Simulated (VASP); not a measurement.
```
CaO
1.0
    0.00000     2.40345     2.40345
    2.40345     0.00000     2.40345
    2.40345     2.40345     0.00000
Ca O
1 1
Direct
  0.00000   0.00000   0.00000
  0.50000   0.50000   0.50000
```

All values below come from optB88-vdW, VASP's PBE PAW potentials (set 64) (plane waves; VASP). Run with 520 eV cut-off, 11×11×11 Γ-centred mesh, tetrahedra with Blöchl corrections, potentials Ca_sv O.

Task: Estimate the energy per atom (σ→0).

Result: 
```json
{
  "energy per atom (σ→0)": "-4601 meV/atom"
}
```

Only differences to runs with the same potentials and settings are physical.

The compound is CaO in the rock salt structure. It was relaxed first.
